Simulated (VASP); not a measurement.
# A VASP study of HfZrSi2 (PBEsol): structure first, properties next, part 6 of 6

Aim: relax HfZrSi2, then compute properties on the relaxed cell. The cell is invented: it takes the structure of a Materials Project entry for ZrTiC2 (space group 166 there), with some of its atoms replaced by other elements, volume scaled by an estimate. It may not be a known or stable phase. The atoms of the start are displaced at random from the sites of a R-3m cell.

VASP 6.6.1, plane waves and PAW; the level of theory is named at each step.

So far. Step 6 (Density of states (PBEsol)): The finer mesh and the other smearing move the Fermi level by -0.00 eV from the 8×8×8 run, a small shift, which tests the Fermi level alone. Of the states within 0.3 eV of the Fermi level, the largest shares in the PAW spheres are Zr d 19 %, Hf d 16 % and Si p 14 %. The rest lies in smaller channels or between the spheres. Step 7 (Band structure (TB-mBJ)): There is no gap at this level.

## Step 8: Zone-centre phonons (PBEsol) (continued)

Level of this step: PBEsol; plane waves and PAW (Hf_pv, Zr_sv, Si); invented cell (VASP).

Parts of OUTCAR (step 8):

```text
   k-points           NKPTS =    189   k-points in BZ     NKDIM =    189   number of bands    NBANDS=     21

   NELECT =      30.0000    total number of electrons

  Total       -0.0023486     -0.0023486      0.0834600      0.0000000      0.0000000      0.0000000
  in kB       -0.0500220     -0.0500220      1.7775901      0.0000000      0.0000000      0.0000000
  external PRESSURE =       0.5591820 kB  Pullay stress =       0.0000000 kB

 POSITION                                       TOTAL-FORCE (eV/Angst)
 -----------------------------------------------------------------------------------
      0.00000      0.00000      0.00000         0.000000     -0.000000      0.000000
      0.00000      0.00000      9.13966         0.000000      0.000000      0.000000
      0.00000      0.00000     13.69347         0.000000     -0.000000     -0.002218
      0.00000      0.00000      4.58586         0.000000     -0.000000      0.002218
 -----------------------------------------------------------------------------------
    total drift:                               -0.000000     -0.000000     -0.000000

 Eigenvectors and eigenvalues of the dynamical matrix
 ----------------------------------------------------

   1 f  =   10.812684 THz    67.938094 2PiTHz  360.672299 cm-1    44.717646 meV
             X         Y         Z           dx          dy          dz
      0.000000  0.000000  0.000000     0.000000   -0.241049    0.000000
      0.000000  0.000000  9.139664     0.000000   -0.368729    0.000000
      0.000000  0.000000 13.693471    -0.000000    0.634797   -0.000000
      0.000000  0.000000  4.585857    -0.000000    0.634797   -0.000000

   2 f  =   10.812684 THz    67.938094 2PiTHz  360.672299 cm-1    44.717646 meV
             X         Y         Z           dx          dy          dz
      0.000000  0.000000  0.000000     0.241049    0.000000   -0.000000
      0.000000  0.000000  9.139664     0.368729    0.000000    0.000000
      0.000000  0.000000 13.693471    -0.634797   -0.000000    0.000000
      0.000000  0.000000  4.585857    -0.634797   -0.000000   -0.000000

   3 f  =   10.629505 THz    66.787152 2PiTHz  354.562136 cm-1    43.960082 meV
             X         Y         Z           dx          dy          dz
      0.000000  0.000000  0.000000    -0.000000    0.000000    0.222150
      0.000000  0.000000  9.139664    -0.000000    0.000000    0.390438
      0.000000  0.000000 13.693471     0.000000   -0.000000   -0.631747
      0.000000  0.000000  4.585857     0.000000   -0.000000   -0.631747

   4 f  =   10.615382 THz    66.698410 2PiTHz  354.091016 cm-1    43.901671 meV
             X         Y         Z           dx          dy          dz
      0.000000  0.000000  0.000000     0.000000    0.000000   -0.000000
      0.000000  0.000000  9.139664     0.000000    0.000000   -0.000000
      0.000000  0.000000 13.693471    -0.000000   -0.000000   -0.707107
      0.000000  0.000000  4.585857    -0.000000   -0.000000    0.707107

   5 f  =    9.842405 THz    61.841656 2PiTHz  328.307302 cm-1    40.704899 meV
             X         Y         Z           dx          dy          dz
      0.000000  0.000000  0.000000     0.000000   -0.000000   -0.000000
      0.000000  0.000000  9.139664     0.000000   -0.000000   -0.000000
      0.000000  0.000000 13.693471     0.000000   -0.707107    0.000000
      0.000000  0.000000  4.585857    -0.000000    0.707107    0.000000

   6 f  =    9.842405 THz    61.841656 2PiTHz  328.307302 cm-1    40.704899 meV
             X         Y         Z           dx          dy          dz
      0.000000  0.000000  0.000000     0.000000    0.000000   -0.000000
      0.000000  0.000000  9.139664     0.000000    0.000000    0.000000
      0.000000  0.000000 13.693471     0.707107    0.000000    0.000000
      0.000000  0.000000  4.585857    -0.707107   -0.000000    0.000000

   7 f  =    5.825715 THz    36.604047 2PiTHz  194.324937 cm-1    24.093211 meV
             X         Y         Z           dx          dy          dz
      0.000000  0.000000  0.000000    -0.000000    0.000000   -0.635024
      0.000000  0.000000  9.139664    -0.000000    0.000000    0.753263
      0.000000  0.000000 13.693471    -0.000000    0.000000    0.121118
      0.000000  0.000000  4.585857     0.000000   -0.000000    0.121118

   8 f  =    4.652364 THz    29.231664 2PiTHz  155.186152 cm-1    19.240622 meV
             X         Y         Z           dx          dy          dz
      0.000000  0.000000  0.000000     0.000001   -0.626230    0.000000
      0.000000  0.000000  9.139664    -0.000001    0.765773    0.000000
      0.000000  0.000000 13.693471    -0.000000    0.103506    0.000000
      0.000000  0.000000  4.585857    -0.000000    0.103506    0.000000

   9 f  =    4.652364 THz    29.231664 2PiTHz  155.186152 cm-1    19.240622 meV
             X         Y         Z           dx          dy          dz
      0.000000  0.000000  0.000000     0.626230    0.000001    0.000000
      0.000000  0.000000  9.139664    -0.765773   -0.000001   -0.000000
      0.000000  0.000000 13.693471    -0.103506   -0.000000   -0.000000
      0.000000  0.000000  4.585857    -0.103506   -0.000000   -0.000000

  10 f/i=    0.001952 THz     0.012265 2PiTHz    0.065113 cm-1     0.008073 meV
             X         Y         Z           dx          dy          dz
      0.000000  0.000000  0.000000     0.000000    0.000000    0.739860
      0.000000  0.000000  9.139664     0.000000    0.000000    0.529295
      0.000000  0.000000 13.693471     0.000000    0.000000    0.293643
      0.000000  0.000000  4.585857     0.000000    0.000000    0.293643

  11 f/i=    0.014212 THz     0.089299 2PiTHz    0.474072 cm-1     0.058777 meV
             X         Y         Z           dx          dy          dz
      0.000000  0.000000  0.000000    -0.741341   -0.012005    0.000000
      0.000000  0.000000  9.139664    -0.526837   -0.008531    0.000000
      0.000000  0.000000 13.693471    -0.293763   -0.004757    0.000000
      0.000000  0.000000  4.585857    -0.293763   -0.004757    0.000000

  12 f/i=    0.014212 THz     0.089299 2PiTHz    0.474072 cm-1     0.058777 meV
             X         Y         Z           dx          dy          dz
      0.000000  0.000000  0.000000     0.012005   -0.741341    0.000000
      0.000000  0.000000  9.139664     0.008531   -0.526837    0.000000
      0.000000  0.000000 13.693471     0.004757   -0.293763    0.000000
      0.000000  0.000000  4.585857     0.004757   -0.293763    0.000000

 ELASTIC MODULI CONTR FROM IONIC RELAXATION (kBar)
 Direction    XX          YY          ZZ          XY          YZ          ZX
 --------------------------------------------------------------------------------
 XX          -1.5093     -0.9320     -0.3007      0.0000     -0.2105      0.0000
 YY          -0.9320     -1.5093     -0.3007      0.0000      0.2105      0.0000
 ZZ          -0.3007     -0.3007     -0.0741      0.0000     -0.0000      0.0000
 XY           0.0000      0.0000      0.0000     -0.2886      0.0000     -0.2132
 YZ          -0.2105      0.2105     -0.0000      0.0000     -0.1535      0.0000
 ZX           0.0000      0.0000      0.0000     -0.2132      0.0000     -0.1575
 --------------------------------------------------------------------------------

[... 7 parts as in an earlier step ...]

[... 3 further parts left out ...]
```

Energies printed during the response cycles are not total energies of the cell.

This step gave:

* bands: 21
* irreducible k-points: 189
* pressure of the cell: 0.05592 GPa
* largest force of the cell: 0.002218 eV/Å
* Fermi energy: 7.474 eV

Modes at Γ, with each element's share of the kinetic energy:

```tsv
mode	frequency (cm⁻¹)	symmetry	Hf %	Zr %	Si %
1	-0.5	acoustic	55	28	17
2	-0.5	acoustic	55	28	17
3	-0.1	acoustic	55	28	17
4	155.2	Eu	39	59	2
5	155.2	Eu	39	59	2
6	194.3	A2u	40	57	3
7	328.3	Eg	0	0	100
8	328.3	Eg	0	0	100
9	354.1	A1g	0	0	100
10	354.6	A2u	5	15	80
11	360.7	Eu	6	14	81
12	360.7	Eu	6	14	81
```

Displacements in mode 4 (155.2 cm⁻¹), the largest set to 1:
```
Hf1  0.58  0.00  0.00
Zr2 -1.00  0.00  0.00
Si3 -0.24  0.00  0.00
Si4 -0.24  0.00  0.00
```

Displacements in mode 9 (354.1 cm⁻¹), the largest set to 1:
```
Hf1  0.00  0.00  0.00
Zr2  0.00  0.00  0.00
Si3  0.00  0.00 -1.00
Si4  0.00  0.00  1.00
```

The three acoustic modes lie within 0.5 cm⁻¹ of zero, and all others are real. By the characters of their eigenvectors the optical modes sort into (cm⁻¹) Raman active: Eg 328, A1g 354; infrared active: Eu 155, A2u 194, A2u 355, Eu 361. With a centre of inversion no mode is active in both.

## Step 9: What came out

```
relaxed volume                            : 18.81 Å³/atom
relaxed conventional cell a, b, c         : 3.776, 3.776, 18.279 Å; angles 90.0, 90.0, 120.0°
space group after relaxing, within 0.02 Å : R-3m (No. 166)
band gap                                  : none, a metal
DOS at the Fermi level                    : 0.671 states/eV/cell
band gap (TB-mBJ)                         : none, a metal
highest zone-centre mode                  : 361 cm⁻¹
```

What this shows: With PBEsol, HfZrSi2 relaxes to 18.81 Å³/atom in space group R-3m and comes out as a metal. Band structure (PBEsol): Of the bands kept, 3 cross the Fermi level on this path. Band structure (TB-mBJ): Of the bands kept, 3 cross the Fermi level on this path. Zone-centre phonons (PBEsol): The highest mode in this list at Γ, 360.7 cm⁻¹, is mostly motion of Si (81 % of the kinetic energy). The other levels ran on the cell relaxed with PBEsol, and without spin-orbit coupling unless named. Spin-orbit coupling is left out, and with elements this heavy it would split and shift bands near the Fermi level. Modes at Γ alone can't show that the crystal is stable at other wave vectors. No search among competing phases was made. All values are for a static lattice at zero temperature.

[Lines on the potential files, build, host, timing and source positions are cut from VASP's logs without a mark.]

[Logs are printed without paths, hosts, clocks, repeated set-up lines and the standing remarks that a program may print on its own settings, such as how far it seeks lower states.]

[Hosts, paths, dates, database ids (printed as entryN), source tags and the programs' standing remarks are cut or masked in the printed files.]

[A measured line is paired with the nearest computed mode of its activity, which favours agreement.]

[In band tables of VASP the shares of atoms and orbitals are scaled to a sum of 1 inside the atoms' spheres.]
